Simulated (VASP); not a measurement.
Input:

CoGa is taken in the cubic space group Pm-3m (No. 221), the CsCl type structure, Pearson symbol cP2. Conventional cell: a = b = c = 2.9011 Å, α = β = γ = 90.00°. Ga on 1b is coordinated by 8 Co at 2.512 Å and 6 Ga at 2.901 Å. Co on 1a is surrounded by 8 Ga at 2.512 Å and 6 Co at 2.901 Å. (Neighbours: up to the widest gap in distance over summed covalent radii, below 1.35, at either atom.)

All values below come from revPBE GGA, VASP's PBE PAW potentials (set 64) (plane waves; VASP). Settings: 520 eV cut-off, 13×13×13 Γ-centred mesh, first-order Methfessel-Paxton smearing of 0.10 eV, potentials Ga_d Co.

**Question.** Give the energy at these volumes per atom, relative to the lowest: 11.48, 11.84, 12.21, 12.57, 12.94 Å³.

**Answer.** 25.7, 6.1, 0.0, 5.4, 20.3 meV/atom. A third-order Birch-Murnaghan fit gives B0 = 166 GPa and B0′ = 4.8.

The compound is CoGa in the CsCl type structure. It was relaxed first. The run is not spin-polarised, so no magnetic state was tried.
